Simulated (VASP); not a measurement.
All values below come from vdW-DF2, VASP's PBE PAW potentials (set 64) (plane waves; VASP).

VASP ran on this input.

### POSCAR
```
SnO2
1
    4.8942384877    -0.0000000000     0.0000000000
    0.0000000000     4.8942384877     0.0000000000
    0.0000000000     0.0000000000     3.3040648909
Sn O
2 4
Direct
  0.0000000000   0.0000000000   0.0000000000
  0.5000000000   0.5000000000   0.5000000000
  0.3066132752   0.3066132752   0.0000000000
  0.8066132752   0.1933867248   0.5000000000
  0.1933867248   0.8066132752   0.5000000000
  0.6933867248   0.6933867248   0.0000000000
```

### KPOINTS
```
Automatic mesh
0
Gamma
4 4 6
0 0 0
```

INCAR:
```
GGA  =  ML
ENCUT  =  520   ! plane-wave cut-off (eV)
ZAB_VDW  =  -1.8867
EDIFFG  =  -0.02   ! ionic stop
LMAXMIX  =  4   ! l cut-off of mixed one-centre charges
LUSE_VDW  =  .TRUE.
EDIFF  =  1E-6   ! SCF stop (eV)
LASPH  =  .TRUE.   ! aspherical one-centre terms
PREC  =  Accurate
IBRION  =  2   ! conjugate gradients
ISMEAR  =  0   ! Gaussian
LWAVE  =  .FALSE.
ISIF  =  3
AGGAC  =  0.0
NELM  =  100
SYSTEM  =  SnO2
SIGMA  =  0.05
ALGO  =  Normal   ! blocked Davidson
LREAL  =  .FALSE.   ! projection in real space or not
LCHARG  =  .FALSE.
NSW  =  60   ! most ionic steps
```

POTCAR, in this order: Sn_d O (PBE.64 set). Program: vasp_std.

What VASP printed:

**OUTCAR**
```
 ion  position               nearest neighbor table
   1  0.000  0.000  0.000-   3 2.12   6 2.12   5 2.13   4 2.13   4 2.13   5 2.13
   2  0.500  0.500  0.500-   4 2.12   5 2.12   3 2.13   6 2.13   3 2.13   6 2.13
   3  0.307  0.307  0.000-   1 2.12   2 2.13   2 2.13
   4  0.807  0.193  0.500-   2 2.12   1 2.13   1 2.13
   5  0.193  0.807  0.500-   2 2.12   1 2.13   1 2.13
   6  0.693  0.693  0.000-   1 2.12   2 2.13   2 2.13
  LATTYP: Found a simple tetragonal cell.
 ALAT       =     4.8942384877
 C/A-ratio  =     0.6750927441
 Subroutine PRICEL returns:
 Original cell was already a primitive cell.
 Subroutine GETGRP returns: Found 16 space group operations
The static configuration has the point symmetry D_2h.
 The point group associated with its full space group is D_4h.
The dynamic configuration has the point symmetry D_2h.
 Subroutine INISYM returns: Found 16 space group operations
 Subroutine IBZKPT returns following result:
 Found     24 irreducible k-points:

 Following reciprocal coordinates:
            Coordinates               Weight
  0.000000  0.000000  0.000000      1.000000
  0.250000  0.000000  0.000000      4.000000
  0.500000  0.000000  0.000000      2.000000
...
```

OSZICAR:
```
       N       E                     dE             d eps       ncg     rms          rms(c)
DAV:   1     0.675693777438E+03    0.67569E+03   -0.26376E+04  1579   0.255E+03
DAV:   2     0.678373676377E+02   -0.60786E+03   -0.58565E+03  1714   0.681E+02
DAV:   3    -0.271657715346E+02   -0.95003E+02   -0.93493E+02  1705   0.229E+02
DAV:   4    -0.320139518116E+02   -0.48482E+01   -0.48226E+01  1761   0.569E+01
DAV:   5    -0.321763330872E+02   -0.16238E+00   -0.16235E+00  1852   0.106E+01    0.180E+01
DAV:   6    -0.234681081071E+02    0.87082E+01   -0.39523E+01  2347   0.819E+01    0.571E+00
DAV:   7    -0.235734715250E+02   -0.10536E+00   -0.29267E+00  1586   0.110E+01    0.315E+00
DAV:   8    -0.235314062292E+02    0.42065E-01   -0.48301E-01  2255   0.581E+00    0.940E-01
DAV:   9    -0.235087379128E+02    0.22668E-01   -0.12744E-01  2408   0.390E+00    0.157E-01
DAV:  10    -0.235094883940E+02   -0.75048E-03   -0.93097E-03  2173   0.960E-01    0.105E-01
DAV:  11    -0.235093070974E+02    0.18130E-03   -0.15465E-03  2284   0.438E-01    0.262E-02
DAV:  12    -0.235093215088E+02   -0.14411E-04   -0.11575E-04  1756   0.743E-02    0.245E-02
DAV:  13    -0.235093156599E+02    0.58489E-05   -0.27758E-05  2035   0.564E-02    0.154E-03
DAV:  14    -0.235093159255E+02   -0.26554E-06   -0.21958E-06  1431   0.108E-02
   1 F= -.23509316E+02 E0= -.23509296E+02  d E =-.235093E+02
       N       E                     dE             d eps       ncg     rms          rms(c)
DAV:   1    -0.235156782581E+02   -0.63626E-02   -0.16411E-01  1876   0.587E+00    0.532E-01
DAV:   2    -0.235104665345E+02    0.52117E-02   -0.16164E-02  1996   0.130E+00    0.177E-01
DAV:   3    -0.235095619731E+02    0.90456E-03   -0.16009E-03  1962   0.904E-01    0.669E-02
DAV:   4    -0.235094041673E+02    0.15781E-03   -0.44039E-04  2219   0.422E-01    0.110E-02
DAV:   5    -0.235093882499E+02    0.15917E-04   -0.94884E-05  1872   0.901E-02    0.394E-03
DAV:   6    -0.235093855689E+02    0.26809E-05   -0.15136E-06  1270   0.165E-02    0.254E-03
DAV:   7    -0.235093847234E+02    0.84549E-06   -0.53564E-07   961   0.916E-03
   2 F= -.23509385E+02 E0= -.23509321E+02  d E =-.687980E-04
       N       E                     dE             d eps       ncg     rms          rms(c)
DAV:   1    -0.235107652447E+02   -0.13797E-02   -0.32831E-02  1869   0.261E+00    0.238E-01
DAV:   2    -0.235097159260E+02    0.10493E-02   -0.32444E-03  1989   0.586E-01    0.796E-02
DAV:   3    -0.235095310870E+02    0.18484E-03   -0.32248E-04  1956   0.408E-01    0.298E-02
DAV:   4    -0.235095051420E+02    0.25945E-04   -0.87012E-05  2165   0.189E-01    0.497E-03
DAV:   5    -0.235095089326E+02   -0.37905E-05   -0.18842E-05  1744   0.406E-02    0.169E-03
DAV:   6    -0.235095096697E+02   -0.73713E-06   -0.28930E-07   877   0.765E-03
   3 F= -.23509510E+02 E0= -.23509470E+02  d E =-.193744E-03
```

File OUTCAR:
```
------------------------ aborting loop because EDIFF is reached ----------------------------------------
  FORCE on cell =-STRESS in cart. coord.  units (eV):
  Direction    XX          YY          ZZ          XY          YZ          ZX
  --------------------------------------------------------------------------------------
  Total        0.0235612      0.0235612     -0.0593354      0.0000000      0.0000000      0.0000000
  in kB        0.4759271      0.4759271     -1.1985537      0.0000000      0.0000000      0.0000000
  external PRESSURE =      -0.0822331 kB  Pullay stress =       0.0000000 kB
  volume of cell :       79.32
      direct lattice vectors                 reciprocal lattice vectors
     4.898214670  0.000000000  0.000000000     0.204156018  0.000000000  0.000000000
    -0.000000000  4.898214670  0.000000000    -0.000000000  0.204156018  0.000000000
     0.000000000  0.000000000  3.305914902     0.000000000  0.000000000  0.302488125
 POSITION                                       TOTAL-FORCE (eV/Angst)
 -----------------------------------------------------------------------------------
      0.00000      0.00000      0.00000        -0.000000     -0.000000      0.000000
      2.44911      2.44911      1.65296        -0.000000     -0.000000      0.000000
      1.50159      1.50159      0.00000        -0.000848     -0.000848     -0.000000
      3.95070      0.94751      1.65296        -0.000848      0.000848      0.000000
      0.94751      3.95070      1.65296         0.000848     -0.000848      0.000000
      3.39662      3.39662      0.00000         0.000848      0.000848      0.000000
 -----------------------------------------------------------------------------------
    total drift:                                0.000000      0.000000      0.000000
  FREE ENERGIE OF THE ION-ELECTRON SYSTEM (eV)
  ---------------------------------------------------
  free  energy   TOTEN  =       -23.5095096697 eV

  energy  without entropy=      -23.5094306778  energy(sigma->0) =      -23.50947017

 reached required accuracy - stopping structural energy minimisation
```
(Selected blocks of OUTCAR.)

**CONTCAR**
```
SnO2
   1.00000000000000
     4.8982146704375795    0.0000000000000000    0.0000000000000000
    -0.0000000000000000    4.8982146704375795    0.0000000000000000
     0.0000000000000000    0.0000000000000000    3.3059149023577112
  Sn              O
     2     4
Direct
     0.0000000000000000    0.0000000000000000    0.0000000000000000
     0.5000000000000000    0.5000000000000000    0.5000000000000000
     0.3065591290613412    0.3065591290613412    0.0000000000000000
     0.8065591290613412    0.1934408709386588    0.5000000000000000
     0.1934408709386588    0.8065591290613412    0.5000000000000000
     0.6934408709386588    0.6934408709386588    0.0000000000000000
```

The compound is SnO2 in the rutile structure. This run relaxes it. Symmetry was kept, so distortions that lower it aren't found. The start is the result of an earlier pass.
